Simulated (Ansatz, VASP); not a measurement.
**Zr (Zirconium): VASP beside Ansatz**

Aim: how closely do two programs agree when they are given the same cell, functional and k mesh? The cell is taken from a series of runs on this material, whose earlier steps may have relaxed, scaled, displaced or heated it; both programs get it as it stands.

Main program and level: Ansatz 0.2.0; plane waves, with VASP 6.6.1 beside it; zone-centre phonons at LDA.

### Step 1. The structure

It takes space group P6_3/mmc (No. 194, hexagonal). The conventional cell has a = 3.191 Å, b = 3.191 Å, c = 4.888 Å, α = 90.00°, β = 90.00°, γ = 120.00°. Nearest to Zr lie 12 Zr at 3.06 to 3.19 Å.

Coordinates:

```cif
data_structure
_symmetry_space_group_name_H-M 'P6_3/mmc'
_symmetry_Int_Tables_number 194
_cell_length_a 3.1907
_cell_length_b 3.1907
_cell_length_c 4.8883
_cell_angle_alpha 90.000
_cell_angle_beta 90.000
_cell_angle_gamma 120.000
_cell_volume 43.10
loop_
_atom_site_label
_atom_site_type_symbol
_atom_site_symmetry_multiplicity
_atom_site_Wyckoff_symbol
_atom_site_fract_x
_atom_site_fract_y
_atom_site_fract_z
_atom_site_occupancy
Zr1 Zr 2 c 0.33333 0.66667 0.25000 1
```

### Step 2. VASP: zone-centre phonons, LDA, pair 1

Second derivatives magnify differences that forces hide, and they need a tight electronic threshold.

Lines of VASP's logs that name or quote its potential files are left out, and so is its time.

Input file INCAR:

```
SYSTEM = Zr
PREC = Accurate
ENCUT = 500
EDIFF = 1E-08
NELM = 120
ISMEAR = 1
SIGMA = 0.2
LREAL = .FALSE.
ALGO = Normal
GGA = CA
NBANDS = 18
LASPH = .TRUE.
LORBIT = 11
LWAVE = .FALSE.
LCHARG = .FALSE.
ISIF = 2
IBRION = 8
GGA_COMPAT = .FALSE.
KPAR = 2
```

Input file POSCAR:

```
Zr
1.0
    3.1907084218      0.0000000000      0.0000000000
   -1.5953542109      2.7632345493      0.0000000000
    0.0000000000      0.0000000000      4.8883044412
Zr
2
Direct
    0.3333333884      0.6666666116      0.2500000000
    0.6666666116      0.3333333884      0.7500000000
```

Input file KPOINTS:

```
Automatic mesh
0
Gamma
15 15 8
0 0 0
```

The projector-augmented-wave data sets are Zr_sv (LDA family, release 64).

Started as:

```console
$ mpirun -np 2 vasp_std
```

Numbers of over 12 decimals in the logs are rounded to 6 here.

The program printed:

```text
[banner, memory and clock lines left out]
running    2 mpi-ranks, on    1 nodes
 distrk:  each k-point on    1 cores,    2 groups
 distr:  one band on    1 cores,    1 groups

 POSCAR found type information on POSCAR Zr
 POSCAR found :  1 types and       2 ions
 LDA part: xc-table for (Slater(with rela. corr.)+CA(PZ))
 , standard interpolation
 POSCAR, INCAR and KPOINTS ok, starting setup
 FFT: planning ... GRIDC
 FFT: planning ... GRID_SOFT
 FFT: planning ... GRID
 WAVECAR not read
 entering main loop
       N       E                     dE             d eps       ncg     rms          rms(c)
DAV:   1     0.211855693131E+03    0.21186E+03   -0.13261E+04  4860   0.130E+03
DAV:   2    -0.366858893270E+01   -0.21552E+03   -0.21193E+03  5764   0.382E+02
DAV:   3    -0.188592025822E+02   -0.15191E+02   -0.15055E+02  8682   0.741E+01
DAV:   4    -0.192336269072E+02   -0.37442E+00   -0.37360E+00  5698   0.117E+01
DAV:   5    -0.192447258370E+02   -0.11099E-01   -0.11093E-01  7162   0.141E+00    0.167E+01
DAV:   6    -0.186634308859E+02    0.58129E+00   -0.87428E-01  5266   0.732E+00    0.686E+00
DAV:   7    -0.185509762550E+02    0.11245E+00   -0.57974E-01  7100   0.504E+00    0.109E+00
DAV:   8    -0.185540534258E+02   -0.30772E-02   -0.34974E-02  6324   0.154E+00    0.256E-01
DAV:   9    -0.185542727032E+02   -0.21928E-03   -0.12010E-03  6296   0.325E-01    0.318E-02
DAV:  10    -0.185542568242E+02    0.15879E-04   -0.37340E-05  6972   0.427E-02    0.241E-02
DAV:  11    -0.185542573516E+02   -0.52743E-06   -0.89358E-06  5412   0.352E-02    0.318E-03
DAV:  12    -0.185542573359E+02    0.15677E-07   -0.28242E-07  6704   0.355E-03    0.227E-03
DAV:  13    -0.185542573530E+02   -0.17014E-07   -0.40673E-08  4680   0.161E-03    0.538E-04
DAV:  14    -0.185542573534E+02   -0.44747E-09   -0.47294E-09  2988   0.853E-04
   1 F= -.18554257E+02 E0= -.18554545E+02  d E =0.862840E-03
 Linear response reoptimize wavefunctions to high precision
DAV:   1    -0.185542573538E+02   -0.38108E-09   -0.13925E-09  3018   0.432E-04
DAV:   2    -0.185542573538E+02   -0.35925E-10   -0.31957E-10  2852   0.194E-04
 Linear response DOF=           2
 Linear response progress:
  Degree of freedom:   1/  2
       N       E                     dE             d eps       ncg     rms          rms(c)
RMM:   1    -0.657562932117E+00   -0.65756E+00    0.27832E+00 21860   0.135E+01
RMM:   2    -0.609698022705E+00    0.47865E-01   -0.23964E-01 33073   0.272E+00    0.236E-01
RMM:   3    -0.611338305470E+00   -0.16403E-02   -0.37573E-02 40558   0.953E-01    0.745E-02
RMM:   4    -0.613567302459E+00   -0.22290E-02   -0.49239E-03 48884   0.350E-01    0.245E-02
RMM:   5    -0.614175417904E+00   -0.60812E-03   -0.10755E-03 49665   0.150E-01    0.192E-02
RMM:   6    -0.614218478747E+00   -0.43061E-04   -0.22582E-04 52434   0.605E-02    0.194E-02
RMM:   7    -0.614155403846E+00    0.63075E-04   -0.77632E-05 48732   0.377E-02    0.403E-03
RMM:   8    -0.614100494932E+00    0.54909E-04   -0.29970E-05 52501   0.182E-02    0.663E-03
RMM:   9    -0.614076753224E+00    0.23742E-04   -0.12302E-05 50590   0.959E-03    0.486E-03
RMM:  10    -0.614058321080E+00    0.18432E-04   -0.50786E-06 50158   0.734E-03    0.155E-03
RMM:  11    -0.614056314994E+00    0.20061E-05   -0.43104E-06 53413   0.435E-03    0.580E-04
RMM:  12    -0.614055069734E+00    0.12453E-05   -0.34455E-06 51991   0.286E-03    0.150E-04
RMM:  13    -0.614056534094E+00   -0.14644E-05   -0.20952E-06 52199   0.189E-03    0.577E-05
RMM:  14    -0.614056585753E+00   -0.51660E-07   -0.16471E-06 54311   0.135E-03    0.861E-05
[...]
RMM:  27    -0.614055766884E+00    0.46130E-07   -0.60376E-08 53434   0.250E-04    0.703E-06
RMM:  28    -0.614055686430E+00    0.80454E-07   -0.55814E-08 52740   0.235E-04    0.673E-06
RMM:  29    -0.614055612279E+00    0.74151E-07   -0.39950E-08 53668   0.222E-04    0.440E-06
RMM:  30    -0.614055598952E+00    0.13327E-07   -0.33268E-08 54107   0.210E-04    0.269E-06
RMM:  31    -0.614055588117E+00    0.10835E-07   -0.24617E-08 53745   0.200E-04    0.316E-06
RMM:  32    -0.614055605470E+00   -0.17353E-07   -0.16209E-08 52303   0.191E-04    0.591E-06
RMM:  33    -0.614055593419E+00    0.12050E-07   -0.26015E-09 52150   0.183E-04    0.660E-06
RMM:  34    -0.614055590483E+00    0.29359E-08   -0.31038E-09 51738   0.176E-04    0.765E-06
 first order change of Fermi-energy   0.14163E-04
 force on displaced ion       1 direction 1 :  -0.547   0.000   0.000
 Linear response progress:
  Degree of freedom:   2/  2
       N       E                     dE             d eps       ncg     rms          rms(c)
RMM:   1    -0.762503957627E+00   -0.76250E+00    0.30355E+00  7603   0.136E+01
RMM:   2    -0.713707881251E+00    0.48796E-01   -0.27005E-01 11187   0.278E+00    0.250E-01
RMM:   3    -0.716617844796E+00   -0.29100E-02   -0.44427E-02 13743   0.992E-01    0.862E-02
RMM:   4    -0.719341472525E+00   -0.27236E-02   -0.60756E-03 15390   0.361E-01    0.324E-02
RMM:   5    -0.719697249864E+00   -0.35578E-03   -0.14601E-03 16341   0.156E-01    0.194E-02
RMM:   6    -0.719446824207E+00    0.25043E-03    0.51774E-04 16656   0.669E-02    0.900E-03
RMM:   7    -0.719478735763E+00   -0.31912E-04   -0.53735E-05 16995   0.351E-02    0.520E-03
RMM:   8    -0.719473546647E+00    0.51891E-05   -0.96104E-05 16956   0.187E-02    0.171E-03
RMM:   9    -0.719457555920E+00    0.15991E-04   -0.10421E-04 17442   0.107E-02    0.547E-04
RMM:  10    -0.719457139462E+00    0.41646E-06   -0.59896E-05 17562   0.611E-03    0.220E-04
RMM:  11    -0.719459123085E+00   -0.19836E-05   -0.58424E-05 17747   0.378E-03    0.150E-04
RMM:  12    -0.719459013258E+00    0.10983E-06   -0.31544E-05 17125   0.272E-03    0.947E-05
RMM:  13    -0.719459106338E+00   -0.93080E-07   -0.22985E-05 17362   0.199E-03    0.950E-05
RMM:  14    -0.719458772486E+00    0.33385E-06   -0.12783E-05 17235   0.151E-03    0.696E-05
RMM:  15    -0.719459088498E+00   -0.31601E-06   -0.10747E-05 17395   0.119E-03    0.386E-05
RMM:  16    -0.719458841402E+00    0.24710E-06   -0.52502E-06 17112   0.959E-04    0.266E-05
RMM:  17    -0.719459467119E+00   -0.62572E-06   -0.54988E-06 15788   0.813E-04    0.839E-06
RMM:  18    -0.719458975540E+00    0.49158E-06   -0.32061E-06 16364   0.669E-04    0.255E-05
RMM:  19    -0.719459003286E+00   -0.27747E-07   -0.33648E-06 17554   0.556E-04    0.349E-05
RMM:  20    -0.719458983391E+00    0.19895E-07   -0.26590E-06 16772   0.475E-04    0.405E-05
RMM:  21    -0.719458989702E+00   -0.63110E-08   -0.22851E-06 17119   0.412E-04    0.442E-05
RMM:  22    -0.719458957361E+00    0.32341E-07   -0.19945E-06 16862   0.360E-04    0.495E-05
RMM:  23    -0.719459014895E+00   -0.57534E-07   -0.17809E-06 15806   0.322E-04    0.497E-05
RMM:  24    -0.719459126395E+00   -0.11150E-06   -0.16360E-06 15738   0.293E-04    0.447E-05
 first order change of Fermi-energy  -0.12489E-03
 force on displaced ion       1 direction 3 :  -0.000   0.000  -6.231
 Linear response finished
```

Parts of OUTCAR (step 2):

```text
ion  position               nearest neighbor table
   1  0.333  0.667  0.250-   2 3.06   2 3.06   2 3.06   2 3.06   2 3.06   2 3.06
   2  0.667  0.333  0.750-   1 3.06   1 3.06   1 3.06   1 3.06   1 3.06   1 3.06

  LATTYP: Found a hexagonal cell.
 ALAT       =     3.1907084218
 C/A-ratio  =     1.5320436076

 Subroutine GETGRP returns: Found 24 space group operations
 (whereof 12 operations were pure point group operations)

The static configuration has the point symmetry D_3d.
 The point group associated with its full space group is D_6h.

 Found    135 irreducible k-points:

   k-points           NKPTS =    135   k-points in BZ     NKDIM =    135   number of bands    NBANDS=     18

   dimension x,y,z NGX =    24 NGY =   24 NGZ =   36
   dimension x,y,z NGXF=    48 NGYF=   48 NGZF=   72

   ENCUT  =  500.0 eV  36.75 Ry    6.06 a.u.   5.82  5.82  8.91*2*pi/ulx,y,z

   NELECT =      24.0000    total number of electrons

 k-points in reciprocal lattice and weights: Automatic mesh
   0.00000000  0.00000000  0.00000000       0.001
   0.06666667  0.00000000  0.00000000       0.003
   0.13333333  0.00000000  0.00000000       0.003
   0.20000000 -0.00000000  0.00000000       0.003
   0.26666667  0.00000000  0.00000000       0.003
   0.33333333 -0.00000000  0.00000000       0.003
   0.40000000  0.00000000  0.00000000       0.003
   0.46666667 -0.00000000  0.00000000       0.003
   0.06666667  0.06666667  0.00000000       0.003
[...]
0.33333333  0.26666667  0.50000000       0.007
   0.33333333  0.33333333  0.50000000       0.001

 average (electrostatic) potential at core
       1 -73.3830       2 -73.3830

  Total        0.0145003      0.0145003      1.4291305     -0.0000000     -0.0000000      0.0000000
  in kB        0.5390454      0.5390454     53.1274963     -0.0000000     -0.0000000      0.0000000
  external PRESSURE =      18.0685290 kB  Pullay stress =       0.0000000 kB

  energy-cutoff  :      500.00
  volume of cell :       43.10
      direct lattice vectors                 reciprocal lattice vectors
     3.190708422  0.000000000  0.000000000     0.313410023  0.180947361  0.000000000
    -1.595354211  2.763234549  0.000000000     0.000000000  0.361894722  0.000000000
     0.000000000  0.000000000  4.888304441     0.000000000  0.000000000  0.204569910

 POSITION                                       TOTAL-FORCE (eV/Angst)
 -----------------------------------------------------------------------------------
      0.00000      1.84216      1.22208         0.000000      0.000000      0.000000
      1.59535      0.92108      3.66623        -0.000000     -0.000000      0.000000
 -----------------------------------------------------------------------------------
    total drift:                               -0.000390      0.000225     -0.000116

 Eigenvectors and eigenvalues of the dynamical matrix
 ----------------------------------------------------

   1 f  =    5.778365 THz    36.306538 2PiTHz  192.745511 cm-1    23.897387 meV
             X         Y         Z           dx          dy          dz
      0.000000  1.842156  1.222076    -0.000000    0.000000    0.707107
      1.595354  0.921078  3.666228     0.000000   -0.000000   -0.707107

   2 f  =    1.711343 THz    10.752682 2PiTHz   57.084243 cm-1     7.077541 meV
             X         Y         Z           dx          dy          dz
      0.000000  1.842156  1.222076    -0.707107   -0.000000    0.000000
      1.595354  0.921078  3.666228     0.707107    0.000000    0.000000

   3 f  =    1.711343 THz    10.752682 2PiTHz   57.084243 cm-1     7.077541 meV
             X         Y         Z           dx          dy          dz
      0.000000  1.842156  1.222076     0.000000   -0.707107   -0.000000
      1.595354  0.921078  3.666228    -0.000000    0.707107   -0.000000

   4 f  =    0.000000 THz     0.000000 2PiTHz    0.000002 cm-1     0.000000 meV
             X         Y         Z           dx          dy          dz
      0.000000  1.842156  1.222076     0.033309   -0.495560    0.503300
      1.595354  0.921078  3.666228     0.033309   -0.495560    0.503300

   5 f  =    0.000000 THz     0.000000 2PiTHz    0.000001 cm-1     0.000000 meV
             X         Y         Z           dx          dy          dz
      0.000000  1.842156  1.222076     0.705653    0.001426   -0.045296
      1.595354  0.921078  3.666228     0.705653    0.001426   -0.045296

   6 f/i=    0.000000 THz     0.000000 2PiTHz    0.000002 cm-1     0.000000 meV
             X         Y         Z           dx          dy          dz
      0.000000  1.842156  1.222076     0.030730    0.504399    0.494609
      1.595354  0.921078  3.666228     0.030730    0.504399    0.494609

 ELASTIC MODULI CONTR FROM IONIC RELAXATION (kBar)
 Direction    XX          YY          ZZ          XY          YZ          ZX
 --------------------------------------------------------------------------------
 XX        -166.3019    166.3019     -0.0000      0.0000      0.0000      0.0000
 YY         166.3019   -166.3019      0.0000     -0.0000     -0.0000      0.0000
 ZZ          -0.0000      0.0000     -0.0000      0.0000      0.0000      0.0000
 XY           0.0000     -0.0000      0.0000   -166.3019      0.0000      0.0000
 YZ           0.0000     -0.0000      0.0000      0.0000     -0.0000      0.0000
 ZX           0.0000      0.0000      0.0000      0.0000      0.0000      0.0000
 --------------------------------------------------------------------------------
```

### Step 3. Ansatz: zone-centre phonons, LDA, pair 1

Ansatz runs on its PAW soft_1 files.

The same cell, functional (in two slightly different forms), mesh and smearing now go to Ansatz, which takes its cutoff from its data sets.

Input file input.yaml:

```yaml
crystal:
  lattice:
    - [3.1907084218, 0.0, 0.0]
    - [-1.5953542109, 2.7632345493, 0.0]
    - [0.0, 0.0, 4.8883044412]
  atoms:
    - { symbol: Zr, position: [0.3333333884, 0.6666666116, 0.25] }
    - { symbol: Zr, position: [0.6666666116, 0.3333333884, 0.75] }
kpoints:
  mp_grid: { grid: [15, 15, 8] }
hamiltonian:
  xc: lda
  pseudopotentials: { kind: paw, azcp: { folder: soft_1 }, xc_functional: pbe }
scf:
  occupations: { method: methfessel_paxton, width: 0.2 }
output:
  eigenvalues: true
phonons:
  method: dfpt
```

Started as:

```console
$ ansatz run input.yaml --threads 4 --pin off --max-ram 10240MiB --backend cpu --events-out ev --progress --plain --runs-dir out
```

The program printed:

```text
zone centre: on kpoints.mp_grid the ground state, and the responses unless they are solved on pairs of k-points, stand on 320 of the mesh's 1800 k-points, reduced under 4 symmetry operations, with k and −k counted as one. Each operation leaves every solved displacement unchanged or reverses it
Engine: ansatz 0.2.0, aarch64-unknown-linux-gnu
Pseudopotentials: kind: paw
Pseudopotential: Zr, paw, valence charge 12, recommended cutoff 420 eV (normal), soft_1/Zr.paw.azcp
Functional definition: SPW92
  exchange = slater_x
  correlation = pw_c
Crystal: 2 atoms, lattice volume = 43.099 Å³
Basis set: ecut = 420 eV, 869 PW (Γ), exchange–correlation on 48×48×72 points (8 copies of the dense FFT grid, shifted against one another)
Bands: 16, of which v1, the nominal top of the filled ones, is band 12 counted from 1 (11 counted from 0)
Symmetry: 24 space group operations
k-points: 320 of 1800 (irreducible under 4 space group operations, time reversal used)
Non-local potential: Zr, projectors of the file, l = 0: 3, l = 1: 2, l = 2: 2, l = 3: 1
PAW form: soft (Blöchl's): semilocal exchange-correlation on the pseudo side does not see the compensation charge
PAW frozen core: Zr, regenerated for the run's functional, and the local potential with it (the file was generated under x = pbe(κ = 0.804, μ = 0.219515), c = pbe(β = 0.066725))
PAW one-centre angular grid: Zr, 590 points (default); XC on 64 Gauss nodes
Initial density: superposition of atomic densities (chi_scale 0.1, normalization cell)
Initial wavefunctions: pseudopotential atomic-orbital guess
Functional: x = slater, c = lda
SCF iter   1: F=—  HF=-8155.112394 eV  |F-HF|=—  |Δ(HF+E_count)|=         —  Δρ=2.90e-2  dr2=4.40e-1  ethr=3.10e-3  ⟨swp⟩=5.1  Hψ=47573  notcnv=0
automatic band count: the SCF goes on with 20 bands, as 16 were too few: they end inside the smearing window of the response
preconditioner: auto → none  [metal: Δε(μ)=0.011 eV  Ē_g=5.467 eV  σ=0.200 eV  W_gap=0.05  n_scr=8 (ndim 8)  ℏωp=16.0 eV  f_vac=0.000  D(μ)=1.96/eV (n_scr^D=22)  sad-step TF]
SCF iter   2: F=—  HF=-8155.005106 eV  |F-HF|=—  |Δ(HF+E_count)|=   1.07e-1  S|Δr|=    0.00e0  Δρ=1.83e-2  dr2=1.73e-1  ethr=1.83e-3  ⟨swp⟩=1.0  Hψ=8961  notcnv=0
SCF iter   3: F=—  HF=-8154.940583 eV  |F-HF|=—  |Δ(HF+E_count)|=   6.45e-2  S|Δr|=    0.00e0  Δρ=1.18e-3  dr2=5.06e-4  ethr=7.19e-4  ⟨swp⟩=3.0  Hψ=11568  notcnv=0
SCF iter   4: F=—  HF=-8154.940440 eV  |F-HF|=—  |Δ(HF+E_count)|=   1.43e-4  S|Δr|=    0.00e0  Δρ=2.42e-4  dr2=6.70e-6  ethr=2.11e-6  ⟨swp⟩=2.0  Hψ=9763  notcnv=0
SCF iter   5: F=—  HF=-8154.940441 eV  |F-HF|=—  |Δ(HF+E_count)|=   1.16e-6  S|Δr|=    0.00e0  Δρ=3.35e-5  dr2=2.38e-7  ethr=2.79e-8  ⟨swp⟩=2.1  Hψ=9665  notcnv=0
SCF iter   6: F=—  HF=-8154.940441 eV  |F-HF|=—  |Δ(HF+E_count)|=   2.88e-7  S|Δr|=    0.00e0  Δρ=5.17e-6  dr2=8.52e-9  ethr=9.93e-10  ⟨swp⟩=2.0  Hψ=9890  notcnv=0  defer=149
SCF iter   7: F=—  HF=-8154.940441 eV  |F-HF|=—  |Δ(HF+E_count)|=   2.64e-9  S|Δr|=    0.00e0  Δρ=8.30e-7  dr2=1.28e-10  ethr=3.55e-11  ⟨swp⟩=2.3  Hψ=9635  notcnv=0  defer=151
SCF iter   8: F=-8154.940441 eV  HF=-8154.940441 eV  |F-HF|=9.09e-13  |Δ(HF+E_count)|=  3.00e-11  S|Δr|=    0.00e0  Δρ=6.86e-8  dr2=1.10e-12  ethr=1.00e-12  ⟨swp⟩=9.7  Hψ=29306  notcnv=0
SCF 1 converged in 8 iterations: F = -8154.940441 eV  dr2 = 1.10e-12
  greatest PAW one-centre occupation: 0.994 electrons in one spin orbital (limit 2), on the Zr atom at site 1 (counted from 0), in its partial waves of l = 0
DFPT response loops at Γ: preconditioner auto → Kerker (q_TF=auto, 2.475 Å⁻¹) (partly filled bands, converged f_vac=0.000); β = 1.00, the filter's whole step (`scf.mixing.beta` (0.50) is not read by the response loops under this deck's `scf.mixing.preconditioner`; to damp them name `kerker` or `kerker_dos`, under which they read `scf.mixing.beta`, and type it under 1.00, their step now; both keys bind the ground state too); Broyden in place of MSR1
SCF converged after 8 iterations
Stability not checked: this state was not tested for a lower state beside it, because cold or Methfessel-Paxton smearing, or corrected tetrahedra, fill the levels in a way that the test cannot read (fill_not_monotonic; see scf.lower_state_search)
Free energy (F): -8154.940441 eV
Harris-Foulkes:  -8154.940441 eV  (|F-HF|=9.09e-13)
Internal energy: -8154.941326 eV  (E = F + TS)
E sigma→0 (E₀):  -8154.940662 eV
Entropy (-TS):   0.000885 eV (0.442 meV/atom)
Fermi energy:    15.032235 eV
--- Per-component energies (eV) ---
  E_band       = -166.915510
  E_kinetic    = 635.790264
  E_local      = -1146.559666  (includes V_loc(G=0)·N_el)
  E_nonlocal   = 159.306287
  E_hartree    = 372.810622
  E_xc         = -308.091500
  E_vxc        = -366.231244  (∫ρ·V_xc dr)
  E_paw        = -5718.055099  (= ΣΔE_a)
  E_vpaw       = -194.842347  (= ΣTr[D̂ρ^β])
  E_aug_tail   = -0.000048  (compensation charges beyond the density's cutoff)
  E_ewald      = -2150.882986
  E_core_change = 0.740800  (= ΣΔE_core)
  E_smearing   = 0.000885  (= −TS)
  E_closure    = 0.000000  (closes the sum)
  Σ components = -8154.940441   (vs F -8154.940441, Δ=0.00e0)
--- Band table (eV; the first three rows and the last of 320) ---
  k-point 0: bands = [... 8 lower, 9.2331, 11.7317, 15.7499, 15.7499, 16.3682, 16.6200, 16.6200, 16.9123, ... 4 higher]
  k-point 1: bands = [... 8 lower, 9.3851, 11.7541, 15.6324, 15.6324, 16.2427, 16.4788, 16.4788, 16.5952, ... 4 higher]
  k-point 2: bands = [... 8 lower, 9.8166, 11.7672, 15.4780, 15.4780, 15.9082, 15.9103, 16.1567, 16.1567, ... 4 higher]
  k-point 319: bands = [... 8 lower, 12.5828, 12.5828, 14.3374, 14.3374, 15.0393, 15.0393, 16.8743, 16.8743, ... 4 higher]
--- Phonons (Γ-DFPT): 2 representative perturbations + reference, on 320 of 1800 k-points (Σ response iterations 6) ---
  k mesh reduced under 4 symmetry operations, with k and −k counted as one. Each operation leaves every solved displacement unchanged or reverses it
  ASR residual: 1.226e-5 → 0.000e0 eV/Å²; symmetrization residual: 1.472e-13 eV/Å²
  ASR residual per site (eV/Å²): 1.23e-5 1.23e-5
  Γ frequencies (cm⁻¹): 0.00 0.00 0.00 57.53 57.53 192.17
  non-analytic LO–TO correction: not included (Born effective charges unavailable; polar crystals: no LO–TO splitting at Γ)
```

(Continued in part 2 of 2.)

[Lines on the potential files, build, host, timing and source positions are cut from VASP's logs without a mark.]

[Logs are printed without paths, hosts, clocks, repeated set-up lines and the standing remarks that a program may print on its own settings, such as how far it seeks lower states.]

[Hosts, paths, dates, database ids (printed as entryN), source tags and the programs' standing remarks are cut or masked in the printed files.]
